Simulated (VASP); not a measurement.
Method: r2SCAN meta-GGA, VASP's PBE PAW potentials (set 64) (plane waves; VASP).

A VASP calculation is set up with these files.

**INCAR**
```
SYSTEM=SiW
PREC=Accurate; ENCUT=400; LREAL=.False.
LASPH=.True.
EDIFF=1E-6; NELM=100; ALGO=Normal
LMAXMIX=6; LMIXTAU=.True.
ISMEAR=1; SIGMA=0.1
METAGGA=R2SCAN
IBRION=2; NSW=60; ISIF=3
EDIFFG=-0.01
LWAVE=.False.; LCHARG=.False.
```

**KPOINTS**
```
Automatic
0
Gamma
  12 12 10
0 0 0
```

File POSCAR:
```
SiW
1.0
  3.1559047264   0.0000000456   0.0000000000
 -1.5779527825   2.7330935925   0.0000000000
  0.0000000000   0.0000000000   3.4901679530
W Si
1 1
direct
  0.0000000000   1.0000000000   0.0000000000
  0.6666670000   0.3333330000   0.5000000000
```

POTCAR, in this order: W_sv Si (PBE.64 set). Program: vasp_std.

What VASP printed:

File OSZICAR:
```
       N       E                     dE             d eps       ncg     rms          rms(c)
DAV:   1     0.490138390792E+02    0.49014E+02   -0.84257E+03  2964   0.124E+03
DAV:   2    -0.624597708543E+02   -0.11147E+03   -0.10872E+03  3314   0.324E+02
DAV:   3    -0.651544547508E+02   -0.26947E+01   -0.26556E+01  3739   0.478E+01
DAV:   4    -0.651764820613E+02   -0.22027E-01   -0.22023E-01  3204   0.486E+00
DAV:   5    -0.651767452417E+02   -0.26318E-03   -0.26318E-03  3724   0.544E-01    0.239E+01
DAV:   6    -0.602102535896E+02    0.49665E+01   -0.39957E+00  3259   0.241E+01    0.544E+00
DAV:   7    -0.600847124262E+02    0.12554E+00   -0.23362E-01  3449   0.438E+00    0.300E+00
DAV:   8    -0.602461842125E+02   -0.16147E+00   -0.21725E-01  3289   0.495E+00    0.627E-01
DAV:   9    -0.601955468112E+02    0.50637E-01   -0.11364E-01  3164   0.363E+00    0.376E-01
DAV:  10    -0.601995855550E+02   -0.40387E-02   -0.22983E-03  3514   0.403E-01    0.260E-01
DAV:  11    -0.602039570587E+02   -0.43715E-02   -0.74896E-03  3229   0.893E-01    0.292E-01
DAV:  12    -0.602033198154E+02    0.63724E-03   -0.85218E-04  3214   0.311E-01    0.116E-01
DAV:  13    -0.602042939202E+02   -0.97410E-03   -0.49238E-04  3049   0.233E-01    0.836E-02
DAV:  14    -0.602042635649E+02    0.30355E-04   -0.79725E-05  3569   0.876E-02    0.413E-02
DAV:  15    -0.602043038631E+02   -0.40298E-04   -0.14320E-05  3154   0.458E-02    0.134E-02
DAV:  16    -0.602042855169E+02    0.18346E-04   -0.33827E-06  3354   0.174E-02    0.128E-03
DAV:  17    -0.602042930755E+02   -0.75585E-05   -0.45500E-07  1552   0.802E-03    0.100E-03
DAV:  18    -0.602042878075E+02    0.52679E-05   -0.80511E-08  1537   0.301E-03    0.559E-04
DAV:  19    -0.602042895743E+02   -0.17667E-05   -0.21622E-08  1512   0.164E-03    0.190E-04
DAV:  20    -0.602042891034E+02    0.47085E-06   -0.62806E-09  1527   0.837E-04
   1 F= -.60204289E+02 E0= -.60204234E+02  d E =-.602043E+02
       N       E                     dE             d eps       ncg     rms          rms(c)
DAV:   1    -0.604240372026E+02   -0.21975E+00   -0.53124E+00  3224   0.322E+01    0.616E+00
DAV:   2    -0.602083729175E+02    0.21566E+00   -0.64179E-01  3189   0.878E+00    0.919E-01
DAV:   3    -0.601948652288E+02    0.13508E-01   -0.36967E-02  3524   0.214E+00    0.734E-01
DAV:   4    -0.601884289147E+02    0.64363E-02   -0.13344E-02  3069   0.104E+00    0.291E-01
DAV:   5    -0.601845025201E+02    0.39264E-02   -0.10940E-02  3004   0.126E+00    0.186E-01
DAV:   6    -0.601884156063E+02   -0.39131E-02   -0.10360E-02  2979   0.116E+00    0.859E-02
DAV:   7    -0.601913890429E+02   -0.29734E-02   -0.12170E-03  2969   0.377E-01    0.292E-02
DAV:   8    -0.601914103741E+02   -0.21331E-04   -0.83009E-05  3404   0.108E-01    0.116E-02
DAV:   9    -0.601914264290E+02   -0.16055E-04   -0.74428E-06  3259   0.302E-02    0.407E-03
DAV:  10    -0.601914216400E+02    0.47891E-05   -0.30019E-07  1592   0.644E-03    0.206E-03
DAV:  11    -0.601914243358E+02   -0.26958E-05   -0.40677E-07  1502   0.787E-03    0.474E-04
DAV:  12    -0.601914236547E+02    0.68113E-06   -0.27824E-08  1487   0.181E-03
   2 F= -.60191424E+02 E0= -.60191298E+02  d E =0.128654E-01
       N       E                     dE             d eps       ncg     rms          rms(c)
DAV:   1    -0.603212221968E+02   -0.12980E+00   -0.26030E+00  3209   0.231E+01    0.405E+00
DAV:   2    -0.602150427196E+02    0.10618E+00   -0.35504E-01  3179   0.621E+00    0.612E-01
DAV:   3    -0.602091350813E+02    0.59076E-02   -0.15524E-02  3439   0.135E+00    0.425E-01
DAV:   4    -0.602064928054E+02    0.26423E-02   -0.54210E-03  3104   0.663E-01    0.203E-01
DAV:   5    -0.602039768278E+02    0.25160E-02   -0.47761E-03  3024   0.830E-01    0.111E-01
DAV:   6    -0.602063438544E+02   -0.23670E-02   -0.49733E-03  2994   0.777E-01    0.617E-02
DAV:   7    -0.602074626481E+02   -0.11188E-02   -0.49012E-04  3009   0.234E-01    0.179E-02
DAV:   8    -0.602074883378E+02   -0.25690E-04   -0.44674E-05  3379   0.778E-02    0.786E-03
DAV:   9    -0.602074808910E+02    0.74468E-05   -0.45351E-06  3199   0.233E-02    0.278E-03
DAV:  10    -0.602074827169E+02   -0.18260E-05   -0.80838E-08  1537   0.319E-03    0.101E-03
DAV:  11    -0.602074817353E+02    0.98160E-06   -0.20151E-08  1497   0.154E-03
   3 F= -.60207482E+02 E0= -.60207405E+02  d E =-.319263E-02
       N       E                     dE             d eps       ncg     rms          rms(c)
DAV:   1    -0.602074910557E+02   -0.83388E-05   -0.20784E-04  3229   0.204E-01    0.368E-02
DAV:   2    -0.602074816428E+02    0.94129E-05   -0.27364E-05  3204   0.553E-02    0.554E-03
DAV:   3    -0.602074821467E+02   -0.50387E-06   -0.12237E-06  1686   0.125E-02
   4 F= -.60207482E+02 E0= -.60207405E+02  d E =-.319304E-02
       N       E                     dE             d eps       ncg     rms          rms(c)
DAV:   1    -0.602078868923E+02   -0.40525E-03   -0.11858E-02  3009   0.129E+00    0.104E-01
DAV:   2    -0.602075934847E+02    0.29341E-03   -0.43214E-04  3184   0.209E-01    0.483E-02
DAV:   3    -0.602075474973E+02    0.45987E-04   -0.18047E-04  3369   0.130E-01    0.187E-02
DAV:   4    -0.602075484109E+02   -0.91367E-06   -0.19746E-05  3059   0.482E-02    0.911E-03
DAV:   5    -0.602075555611E+02   -0.71501E-05   -0.11772E-05  3019   0.378E-02    0.322E-03
DAV:   6    -0.602075555733E+02   -0.12226E-07   -0.20443E-06  2695   0.150E-02
   5 F= -.60207556E+02 E0= -.60207492E+02  d E =-.734266E-04
       N       E                     dE             d eps       ncg     rms          rms(c)
DAV:   1    -0.602076268697E+02   -0.71309E-04   -0.22617E-03  3009   0.562E-01    0.459E-02
DAV:   2    -0.602075689354E+02    0.57934E-04   -0.82921E-05  3194   0.910E-02    0.212E-02
DAV:   3    -0.602075623035E+02    0.66319E-05   -0.33445E-05  3369   0.568E-02    0.783E-03
DAV:   4    -0.602075614897E+02    0.81383E-06   -0.36047E-06  3024   0.213E-02
   6 F= -.60207561E+02 E0= -.60207505E+02  d E =-.793430E-04
```

**OUTCAR**
```
------------------------ aborting loop because EDIFF is reached ----------------------------------------
  FORCE on cell =-STRESS in cart. coord.  units (eV):
  Direction    XX          YY          ZZ          XY          YZ          ZX
  --------------------------------------------------------------------------------------
  Total        0.0087223      0.0087223      0.0093157     -0.0000000     -0.0000000     -0.0000000
  in kB        0.4701486      0.4701486      0.5021347     -0.0000001     -0.0000000     -0.0000000
  external PRESSURE =       0.4808106 kB  Pullay stress =       0.0000000 kB
  volume of cell :       29.72
      direct lattice vectors                 reciprocal lattice vectors
     3.140400664  0.000000048  0.000000000     0.318430703  0.183846106  0.000000000
    -1.570200747  2.719666680  0.000000000    -0.000000006  0.367692114  0.000000000
     0.000000000 -0.000000000  3.480213590    -0.000000000 -0.000000000  0.287338686
 POSITION                                       TOTAL-FORCE (eV/Angst)
 -----------------------------------------------------------------------------------
     -1.57020      2.71967      0.00000         0.000000      0.000000     -0.000000
      1.57020      0.90655      1.74011        -0.000000     -0.000000      0.000000
 -----------------------------------------------------------------------------------
    total drift:                                0.000010     -0.000008     -0.000000
  FREE ENERGIE OF THE ION-ELECTRON SYSTEM (eV)
  ---------------------------------------------------
  free  energy   TOTEN  =       -60.2075614897 eV

  energy  without entropy=      -60.2073929893  energy(sigma->0) =      -60.20750532

 reached required accuracy - stopping structural energy minimisation
```
(Selected blocks of OUTCAR.)

File CONTCAR:
```
SiW
   1.00000000000000
     3.1404006640299680    0.0000000475255330    0.0000000000000000
    -1.5702007473935151    2.7196666803940719    0.0000000000000000
     0.0000000000000000   -0.0000000000000000    3.4802135904594365
  W               Si
     1     1
Direct
     0.0000000000000000    1.0000000000000000    0.0000000000000000
     0.6666669999999968    0.3333330000000032    0.5000000000000000
```

The structure was generated: SiW was put into the WC type (P-6m2), which need not be its known phase. This run relaxes it. Symmetry was kept, so distortions that lower it aren't found. The start is the result of an earlier pass.
